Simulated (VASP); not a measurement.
VASP input:

INCAR:
```
SYSTEM = Al3Sc
PREC = Accurate
ENCUT = 520
EDIFF = 1E-7
NELM = 100
ALGO = Normal
LREAL = .FALSE.
LASPH = .TRUE.
ISMEAR = 1
SIGMA = 0.1
GGA = PE
IVDW = 11
LMAXMIX = 4
LWAVE = .FALSE.
LCHARG = .FALSE.
ISIF = 2
```

**KPOINTS**
```
kpoints
0
gamma
8 8 8
```

**POSCAR**
```
Al3Sc
1
    3.9820469801     0.0000000000     0.0000000000
    0.0000000000     3.9820469801     0.0000000000
    0.0000000000     0.0000000000     3.9820469801
Sc Al
1 3
Direct
  0.0000000000   0.0000000000   0.0000000000
  0.0000000000   0.5000000000   0.5000000000
  0.5000000000   0.0000000000   0.5000000000
  0.5000000000   0.5000000000   0.0000000000
```

POTCAR, in this order: Sc_sv Al (PBE.64 set). Program: vasp_std.

Q: Write an equivalent input for Quantum ESPRESSO's pw.x.

A: One equivalent input (not run):
```
&CONTROL
  calculation = 'scf'
  pseudo_dir = './pseudo'
  outdir = './out'
  tprnfor = .true.
  tstress = .true.
/
&SYSTEM
  ibrav = 0
  nat = 4
  ntyp = 2
  ecutwfc = 78
  occupations = 'smearing'
  smearing = 'methfessel-paxton'
  degauss = 0.00735
  input_dft = 'pbe'
  vdw_corr = 'grimme-d3'
  dftd3_version = 3
  dftd3_threebody = .false.
/
&ELECTRONS
  conv_thr = 7.3e-09
  electron_maxstep = 100
/
ATOMIC_SPECIES
  Sc 44.956 Sc.upf
  Al 26.982 Al.upf
CELL_PARAMETERS angstrom
     3.9820470    0.0000000    0.0000000
     0.0000000    3.9820470    0.0000000
     0.0000000    0.0000000    3.9820470
ATOMIC_POSITIONS crystal
  Sc   0.0000000  0.0000000  0.0000000
  Al   0.0000000  0.5000000  0.5000000
  Al   0.5000000  0.0000000  0.5000000
  Al   0.5000000  0.5000000  0.0000000
K_POINTS automatic
  8 8 8 0 0 0
```
What does not carry over: the potentials are each code's own (VASP's PAW set, PseudoDojo norm-conserving files in pw.x), so ENCUT and ecutwfc are chosen apart and not converted; conv_thr bounds pw.x's estimated SCF error, while EDIFF bounds the energy change between steps.

The compound is Al3Sc in the L1_2 structure. This cell is one point of a volume scan, at 0.94 of the reference volume.
